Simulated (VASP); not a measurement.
Shape and ions are relaxed at each volume.

Input:

```xyz
6
Lattice="4.4965 0.0000 0.0000 0.0000 4.4965 0.0000 0.0000 0.0000 3.0045" Properties=species:S:1:pos:R:3 pbc="T T T"
Mg     0.0000     0.0000     0.0000
Mg     2.2482     2.2482     1.5023
H      1.3679     1.3679     0.0000
H      3.6161     0.8804     1.5023
H      0.8804     3.6161     1.5023
H      3.1286     3.1286     0.0000
```

Level of theory: rev-vdW-DF2, VASP's PBE PAW potentials (set 64) (plane waves; VASP). Run with 520 eV cut-off, 5×5×7 Γ-centred mesh, Gaussian smearing of 0.050 eV, potentials Mg H.

Problem. Give the energy at these volumes per atom, relative to the lowest: 9.47, 9.77, 10.07, 10.37, 10.67 Å³.

Solution. 7.3, 2.0, 0.0, 0.9, 4.3 meV/atom. A third-order Birch-Murnaghan fit gives B0 = 50.0 GPa and B0′ = 3.6.

The compound is MgH2 in the rutile structure. It was relaxed first.
